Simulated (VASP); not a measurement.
Consider the following.

```xyz
1
Lattice="4.1378 0.0000 0.0000 0.0000 4.1378 0.0000 0.0000 0.0000 4.1378" Properties=species:S:1:pos:R:3 pbc="T T T"
Ba     0.0000     0.0000     0.0000
```

Level of theory: r2SCAN meta-GGA, VASP's PBE PAW potentials (set 64) (plane waves; VASP). Run with 400 eV cut-off, 8×8×8 Γ-centred mesh, first-order Methfessel-Paxton smearing of 0.10 eV, potentials Ba_sv.

Energy and stress use the plane-wave basis of the starting cell.

Problem. The ions, cell shape and volume are relaxed. What does this cell relax into?

Solution. 
```xyz
1
Lattice="3.9445 0.0000 0.0000 0.0000 3.9445 0.0000 0.0000 0.0000 3.9445" Properties=species:S:1:pos:R:3 pbc="T T T"
Ba     0.0000     0.0000     0.0000
```
Space group Pm-3m (221), at a tolerance of 0.03 Å.

Problem. How do energy and volume change from the first to the last step?

Solution. The energy (σ→0) changes by -33.1 meV/atom and the volume by -13.4 %, in 6 ionic steps.

The structure was generated: Ba was put into the simple-cubic type (Pm-3m), which need not be its known phase. This run relaxes it. Symmetry was kept, so distortions that lower it aren't found.
